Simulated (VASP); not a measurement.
```yaml
crystal:
  lattice:
    - [3.52734, 0.00000, 0.00000]
    - [0.00000, 3.52734, 0.00000]
    - [0.00000, 0.00000, 3.52734]
  atoms:
    - { symbol: Al, position: [0.00000, 0.00000, 0.00000] }
    - { symbol: Ni, position: [0.00000, 0.50000, 0.50000], spin: 0.3 }
    - { symbol: Ni, position: [0.50000, 0.00000, 0.50000], spin: 0.3 }
    - { symbol: Ni, position: [0.50000, 0.50000, 0.00000], spin: 0.3 }
```

Computed with r2SCAN meta-GGA, VASP's PBE PAW potentials (set 64) (plane waves; VASP). Run with 520 eV cut-off, 9×9×9 Γ-centred mesh, first-order Methfessel-Paxton smearing of 0.10 eV, potentials Al Ni.

Question: Give the energy at these volumes per atom, relative to the lowest: 10.31, 10.64, 10.96, 11.29, 11.62 Å³.

Answer: 28.3, 6.8, 0.0, 5.6, 21.8 meV/atom. A third-order Birch-Murnaghan fit gives B0 = 201 GPa and B0′ = 4.4.

Measured: bulk modulus 174 GPa (computed value off by +15.6 %), as given by Nikolai A. Zarkevich et al., Crystals (2023), arXiv:2304.06869; a 3.572 Å (computed value off by -1.3 %), as given by Tensorial elastic properties and stability of interface states associated with Σ5(210) grain boundaries in Ni3(Al,Si). The calculation is for a static lattice, while the measured bulk modulus, a hold thermal and zero-point effects, which are part of the difference.

The compound is Ni3Al in the L1_2 structure. It was relaxed first.
